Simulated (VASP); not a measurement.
```xyz
6
Lattice="4.1841 0.0000 0.0000 0.0000 4.1841 0.0000 0.0000 0.0000 4.1841" Properties=species:S:1:pos:R:3 pbc="T T T"
Cu     3.1381     1.0460     3.1381
Cu     1.0460     3.1381     3.1381
Cu     3.1381     3.1381     1.0460
Cu     1.0460     1.0460     1.0460
O      0.0000     0.0000     0.0000
O      2.0920     2.0920     2.0920
```

The numbers are results of optB86b-vdW, VASP's PBE PAW potentials (set 64) (plane waves; VASP), not measurements. Run with 520 eV cut-off, 5×5×5 Γ-centred mesh, Gaussian smearing of 0.050 eV, potentials Cu O.

Task: Give the stress tensor in GPa (positive for a compressed cell).

Result: 
```
8.71  0.00  0.00
0.00  8.71  0.00
0.00  0.00  8.71
```
The pressure is its mean diagonal, 8.71 GPa.

The compound is Cu2O in the cuprite structure. This cell is one point of a volume scan, at 0.94 of the reference volume.
